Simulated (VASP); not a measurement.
## NaCl (relaxed from the NiAs structure, space group P6_3/mmc): computed properties

Method: r2SCAN meta-GGA, VASP's PBE PAW potentials (set 64) (plane waves; VASP).

For NaCl, the space group is P6_3/mmc (194). The cell comes out as a = 3.874 Å, b = 3.874 Å, c = 6.709 Å, α = 90.00°, β = 90.00°, γ = 120.00° and the volume per atom comes out as 21.79 Å³/atom. The band gap (over mesh and band path) is 5.94 eV and the smallest direct gap (over mesh and band path) comes out as 5.94 eV. The band-edge character comes out as direct, Γ to Γ and the density comes out as 2.23 g/cm³.

```cif
data_Cl2Na2
_chemical_formula_sum 'Na2 Cl2'
_space_group_name_H-M_alt 'P 1'
_space_group_IT_number 1
_cell_length_a 3.87358
_cell_length_b 3.87358
_cell_length_c 6.70877
_cell_angle_alpha 90.000
_cell_angle_beta 90.000
_cell_angle_gamma 120.000
loop_
_space_group_symop_operation_xyz
  'x, y, z'
loop_
_atom_site_label
_atom_site_type_symbol
_atom_site_fract_x
_atom_site_fract_y
_atom_site_fract_z
_atom_site_occupancy
Na1 Na 0.00000 0.00000 0.00000 1
Na2 Na 0.00000 0.00000 0.50000 1
Cl1 Cl 0.33333 0.66667 0.25000 1
Cl2 Cl 0.66667 0.33333 0.75000 1
```

The structure was generated: NaCl was put into the NiAs type (P6_3/mmc), which need not be its known phase. It was relaxed first, which changed the volume by -7 %. Symmetry was kept, so distortions that lower it aren't found.
